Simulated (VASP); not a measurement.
Computed with vdW-DF-cx, VASP's PBE PAW potentials (set 64) (plane waves; VASP 6.6.1).

VASP input:

**INCAR**
```
ISIF  =  2   # forces and stress, cell fixed
LREAL  =  .FALSE.   # projection in real space or not
LASPH  =  .TRUE.   # aspherical one-centre terms
ALGO  =  Normal
LEFG  =  .TRUE.
LUSE_VDW  =  .TRUE.
SYSTEM  =  Na2S
LCHARG  =  .TRUE.
NEDOS  =  601   # DOS grid
LWAVE  =  .FALSE.
GGA  =  CX
LORBIT  =  11   # lm-projected
EDIFF  =  1E-7
PREC  =  Accurate
AGGAC  =  0.0
NELM  =  100
ISMEAR  =  -5   # tetrahedra, Bloechl
ENCUT  =  520   # plane-wave cut-off (eV)
```

POSCAR:
```
Na2S
1
    0.0000000000     3.2763402934     3.2763402934
    3.2763402934     0.0000000000     3.2763402934
    3.2763402934     3.2763402934    -0.0000000000
Na S
2 1
Direct
  0.2500000000   0.2500000000   0.2500000000
  0.7500000000   0.7500000000   0.7500000000
  0.0000000000   0.0000000000   0.0000000000
```

KPOINTS:
```
Regular mesh
0
gamma
  7 7 7
0 0 0
```

POTCAR, in this order: Na_pv S (PBE.64 set). Program: vasp_std.

Problem. Predict the energy per atom (σ→0), band gap (on the k-mesh).

Solution. 
| Quantity | Result |
|---|---|
| energy per atom (σ→0) | -1.394 eV/atom |
| band gap (on the k-mesh) | 2.50 eV |

OSZICAR:
```
...
DAV:   9    -0.418025710892E+01   -0.32154E-04   -0.87254E-04   770   0.272E-01    0.338E-01
DAV:  10    -0.418186420727E+01   -0.16071E-02   -0.26571E-03   560   0.363E-01    0.927E-02
DAV:  11    -0.418188299556E+01   -0.18788E-04   -0.56985E-05   692   0.903E-02    0.190E-02
DAV:  12    -0.418191636739E+01   -0.33372E-04   -0.52277E-05   572   0.435E-02    0.244E-02
DAV:  13    -0.418191662481E+01   -0.25742E-06   -0.45598E-06   614   0.159E-02    0.164E-03
DAV:  14    -0.418191685529E+01   -0.23048E-06   -0.78338E-07   584   0.584E-03    0.458E-03
DAV:  15    -0.418191688285E+01   -0.27562E-07   -0.91993E-08   580   0.154E-03
   1 F= -.41819169E+01 E0= -.41819169E+01  d E =0.000000E+00
```

The compound is Na2S in the antifluorite structure. It was relaxed first.
